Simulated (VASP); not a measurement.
These are PBEsol GGA, VASP's PBE PAW potentials (set 64) (plane waves; VASP) values and carry that method's errors.

The input files of a VASP run:

**INCAR**
```
ALGO  =  Normal
EDIFF  =  1E-7
EDIFFG  =  -0.01
ENCUT  =  520
GGA  =  PS
IBRION  =  2
ISIF  =  4
ISMEAR  =  1
LASPH  =  .True.
LCHARG  =  .False.
LMAXMIX  =  4
LREAL  =  .False.
LWAVE  =  .False.
NELM  =  100
NSW  =  30
PREC  =  Accurate
SIGMA  =  0.1
SYSTEM  =  As
```

File KPOINTS:
```
kpoints
0
G
12 12 12
```

POSCAR:
```
As
1
    3.5702042752    -1.9133728219    -0.0541654815
    3.5702042752     1.9133728219    -0.0541654815
    2.5928168091     0.0000000000     3.1124889319
As
2
Direct
  0.2304896472   0.2304896472   0.2304896472
  0.7695103528   0.7695103528   0.7695103528
```

POTCAR, in this order: As (PBE.64 set). Program: vasp_std.

### Question
What will the output report for the number of irreducible k-points (NKPTS), largest plane-wave count, number of space-group operations, FFT grid (NGX, NGY, NGZ)?

### Answer

- number of irreducible k-points (NKPTS): 189
- largest plane-wave count: 1183
- number of space-group operations: 12
- FFT grid (NGX, NGY, NGZ): 30 × 30 × 30

The compound is As in the a7 structure. This cell is one point of a volume scan, at 1.03 of the reference volume. Symmetry was kept, so distortions that lower it aren't found.
